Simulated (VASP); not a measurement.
A convergence study with VASP on CoSi₂: one setting is varied, all else stays as given below, so the limit is that of these other settings.

```
CELL_PARAMETERS angstrom
      3.77872     0.00000     0.00000
      1.88936     3.27247     0.00000
      0.00000     0.00000    21.71330
ATOMIC_POSITIONS crystal
  Co 0.00000 0.00000 0.35790
  Co 0.33333 0.33333 0.50000
  Co 0.66667 0.66667 0.64209
  Si 0.66667 0.66667 0.32238
  Si 0.33333 0.33333 0.39343
  Si 0.00000 0.00000 0.46448
  Si 0.66667 0.66667 0.53552
  Si 0.33333 0.33333 0.60657
  Si 0.00000 0.00000 0.67762
```

Method: PBEsol GGA, VASP's PBE PAW potentials (set 64) (plane waves; VASP 6.6.1). The tightest run used: 600 eV cut-off, 9×9×1 Γ-centred mesh, Fermi-Dirac smearing of 0.10 eV, potentials Co Si.

```tsv
setting	E (eV/atom)	largest force (eV/Å)	plane waves
ENCUT = 150	-5.1274	0.766	1134
ENCUT = 180	-6.3937	0.777	1502
ENCUT = 210	-6.6002	0.707	1887
```

**Question.** These are the cheaper rows. Estimate the results at ENCUT = 600, and how far the last row shown lies from them.

**Answer.** 
| quantity | tightest run | last row shown is off by |
|---|---|---|
| E (eV/atom) | -6.6798 | 0.0796 |
| largest force (eV/Å) | 0.663 | 0.043 |

Left out are rungs that failed or repeat a setting and relaxations that didn't move; long series are thinned to 24 rows.

The cell is a sheet or thin cut with vacuum, built from a generated structure. The run is not spin-polarised, so no magnetic state was tried.
